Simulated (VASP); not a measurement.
These are r2SCAN meta-GGA, VASP's PBE PAW potentials (set 64) (plane waves; VASP) values and carry that method's errors.

A VASP calculation is set up with these files.

**INCAR**
```
# general
SYSTEM  = SrCl2
PREC    = Accurate
ENCUT   = 400
LREAL   = .False.
LASPH   = .True.

# electronic loop
EDIFF   = 1E-6
NELM    = 100
ALGO    = Normal
LMAXMIX = 4
LMIXTAU = .True.

# smearing
ISMEAR  = 0
SIGMA   = 0.05

# functional
METAGGA = R2SCAN

# ions
IBRION  = 2
NSW     = 60
ISIF    = 3
EDIFFG  = -0.02

# output
LWAVE   = .False.
LCHARG  = .False.
```

### POSCAR
```
SrCl2
1.0
  0.0000000000   3.4601064369   3.4601064369
  3.4601064369   0.0000000000   3.4601064369
  3.4601064369   3.4601064369   0.0000000000
Sr Cl
1 2
direct
  0.0000000000   0.0000000000   1.0000000000
  0.2500000000   0.2500000000   0.2500000000
  0.7500000000   0.7500000000   0.7500000000
```

### KPOINTS
```
Automatic mesh
0
Gamma
5 5 5
0 0 0
```

POTCAR, in this order: Sr_sv Cl (PBE.64 set). Program: vasp_std.

What VASP printed:

OSZICAR:
```
       N       E                     dE             d eps       ncg     rms          rms(c)
DAV:   1     0.116763651022E+03    0.11676E+03   -0.10473E+04   320   0.113E+03
DAV:   2    -0.343341914709E+02   -0.15110E+03   -0.14885E+03   432   0.241E+02
DAV:   3    -0.423273297512E+02   -0.79931E+01   -0.79831E+01   472   0.612E+01
DAV:   4    -0.425609049951E+02   -0.23358E+00   -0.23341E+00   512   0.903E+00
DAV:   5    -0.425655039910E+02   -0.45990E-02   -0.45949E-02   480   0.116E+00    0.124E+01
DAV:   6    -0.360692477299E+02    0.64963E+01   -0.23293E+00   520   0.114E+01    0.879E+00
DAV:   7    -0.347753801665E+02    0.12939E+01   -0.10201E+00   520   0.962E+00    0.108E+00
DAV:   8    -0.356094276666E+02   -0.83405E+00   -0.10983E+00   432   0.914E+00    0.214E+00
DAV:   9    -0.350876286469E+02    0.52180E+00   -0.90721E-02   464   0.353E+00    0.158E+00
DAV:  10    -0.351276677483E+02   -0.40039E-01   -0.39246E-03   464   0.624E-01    0.148E+00
DAV:  11    -0.355215265501E+02   -0.39386E+00   -0.17823E-01   344   0.441E+00    0.661E-01
DAV:  12    -0.356249638224E+02   -0.10344E+00   -0.20043E-02   384   0.148E+00    0.433E-01
DAV:  13    -0.356285928410E+02   -0.36290E-02   -0.51367E-02   320   0.270E+00    0.695E-01
DAV:  14    -0.356656547172E+02   -0.37062E-01   -0.17971E-02   336   0.147E+00    0.210E-01
DAV:  15    -0.356746016939E+02   -0.89470E-02   -0.21907E-03   352   0.523E-01    0.157E-01
DAV:  16    -0.356742122163E+02    0.38948E-03   -0.81658E-05   504   0.904E-02    0.121E-01
DAV:  17    -0.356749740711E+02   -0.76185E-03   -0.13513E-04   360   0.143E-01    0.681E-02
DAV:  18    -0.356751565009E+02   -0.18243E-03   -0.67662E-05   376   0.812E-02    0.469E-02
DAV:  19    -0.356751795748E+02   -0.23074E-04   -0.20800E-05   336   0.559E-02    0.328E-02
DAV:  20    -0.356751844189E+02   -0.48441E-05   -0.11284E-05   400   0.327E-02    0.144E-02
DAV:  21    -0.356751869444E+02   -0.25255E-05   -0.12712E-06   352   0.124E-02    0.519E-03
DAV:  22    -0.356751877911E+02   -0.84678E-06   -0.11215E-06   272   0.789E-03
   1 F= -.35675188E+02 E0= -.35675188E+02  d E =-.356752E+02
       N       E                     dE             d eps       ncg     rms          rms(c)
DAV:   1    -0.358030079332E+02   -0.12782E+00   -0.32746E+00   400   0.133E+01    0.251E+00
DAV:   2    -0.357045061530E+02    0.98502E-01   -0.23944E-01   384   0.342E+00    0.100E+00
DAV:   3    -0.356837528912E+02    0.20753E-01   -0.72923E-02   456   0.188E+00    0.528E-01
DAV:   4    -0.356840975645E+02   -0.34467E-03   -0.18381E-02   472   0.112E+00    0.287E-01
DAV:   5    -0.356846785554E+02   -0.58099E-03   -0.51359E-03   352   0.783E-01    0.210E-01
DAV:   6    -0.356844286956E+02    0.24986E-03   -0.43765E-03   472   0.659E-01    0.598E-02
DAV:   7    -0.356854859702E+02   -0.10573E-02   -0.29091E-03   320   0.540E-01    0.297E-02
DAV:   8    -0.356859940453E+02   -0.50808E-03   -0.15677E-04   448   0.140E-01    0.148E-02
DAV:   9    -0.356860182376E+02   -0.24192E-04   -0.44659E-05   368   0.607E-02    0.468E-03
DAV:  10    -0.356860180201E+02    0.21752E-06   -0.19961E-05   352   0.472E-02    0.336E-03
DAV:  11    -0.356860207161E+02   -0.26960E-05   -0.19291E-06   312   0.159E-02    0.202E-03
DAV:  12    -0.356860232704E+02   -0.25543E-05   -0.13052E-06   320   0.131E-02    0.574E-04
DAV:  13    -0.356860235395E+02   -0.26907E-06   -0.25649E-07   264   0.589E-03
   2 F= -.35686024E+02 E0= -.35686024E+02  d E =-.108357E-01
```

**OUTCAR**
```
------------------------ aborting loop because EDIFF is reached ----------------------------------------
  FORCE on cell =-STRESS in cart. coord.  units (eV):
  Direction    XX          YY          ZZ          XY          YZ          ZX
  --------------------------------------------------------------------------------------
  Total       -0.0008299     -0.0008299     -0.0008299      0.0000000     -0.0000000      0.0000000
  in kB       -0.0155332     -0.0155332     -0.0155332      0.0000000     -0.0000000      0.0000000
  external PRESSURE =      -0.0155332 kB  Pullay stress =       0.0000000 kB
  volume of cell :       85.60
      direct lattice vectors                 reciprocal lattice vectors
     0.000000000  3.497922942  3.497922942    -0.142941971  0.142941971  0.142941971
     3.497922942  0.000000000  3.497922942     0.142941971 -0.142941971  0.142941971
     3.497922942  3.497922942 -0.000000000     0.142941971  0.142941971 -0.142941971
 POSITION                                       TOTAL-FORCE (eV/Angst)
 -----------------------------------------------------------------------------------
      3.49792      3.49792     -0.00000        -0.000000      0.000000     -0.000000
      1.74896      1.74896      1.74896        -0.000000     -0.000000     -0.000000
      5.24688      5.24688      5.24688         0.000000      0.000000      0.000000
 -----------------------------------------------------------------------------------
    total drift:                                0.000000     -0.000000      0.000000
  FREE ENERGIE OF THE ION-ELECTRON SYSTEM (eV)
  ---------------------------------------------------
  free  energy   TOTEN  =       -35.6860235395 eV

  energy  without entropy=      -35.6860235395  energy(sigma->0) =      -35.68602354

 reached required accuracy - stopping structural energy minimisation
```
(Selected blocks of OUTCAR.)

CONTCAR:
```
SrCl2
   1.00000000000000
     0.0000000000000000    3.4979229415340991    3.4979229415340991
     3.4979229415340991    0.0000000000000000    3.4979229415340991
     3.4979229415340991    3.4979229415340991   -0.0000000000000000
  Sr              Cl
     1     2
Direct
     0.0000000000000000    0.0000000000000000    1.0000000000000000
     0.2500000000000000    0.2500000000000000    0.2500000000000000
     0.7500000000000000    0.7500000000000000    0.7500000000000000
```

Energy and stress use the plane-wave basis of the starting cell.

The compound is SrCl2 in the fluorite structure. This run relaxes it. Symmetry was kept, so distortions that lower it aren't found. The start is the result of an earlier pass.
